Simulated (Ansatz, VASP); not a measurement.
**ScPt in VASP and in Ansatz**

```
CELL_PARAMETERS angstrom
3.22962 0.00000 0.00000
0.00000 3.22962 0.00000
0.00000 0.00000 3.22962
ATOMIC_POSITIONS crystal
Sc 0.50000 0.50000 0.50000
Pt 0.00000 0.00000 0.00000
```

Alike in both runs: functional LDA; k mesh 14 × 14 × 14; occupations fermi-dirac, width 0.15 eV; no spin polarisation.

Ansatz relaxed the structure, and its values are those at the end. VASP's run is a single point on that final structure, the one shown.

|  | VASP | Ansatz |
| --- | --- | --- |
| version | VASP 6.6.1 | Ansatz 0.2.0 |
| potentials or method | VASP PAW LDA potentials, release 64 (Sc_sv, Pt) | scalar-relativistic, plane waves, PAW |
| plane-wave cutoff (eV) | 520 | 420 |
| valence electrons in the cell | 21 | 29 |

VASP gave:

| Item | Value |
| --- | --- |
| gap on the k mesh at the Fermi level (eV) | none |
| pressure (GPa) | 0.7 |

Question: Estimate Ansatz's values.

Answer: gap on the k mesh at the Fermi level (eV): none; pressure (GPa): 0.0.

A gap of «none» marks a metal or a gap that the smearing closes. The two sets of potentials don't hold the same shells in valence.

The runs have no spin-orbit coupling, so splittings on Pt are missing.
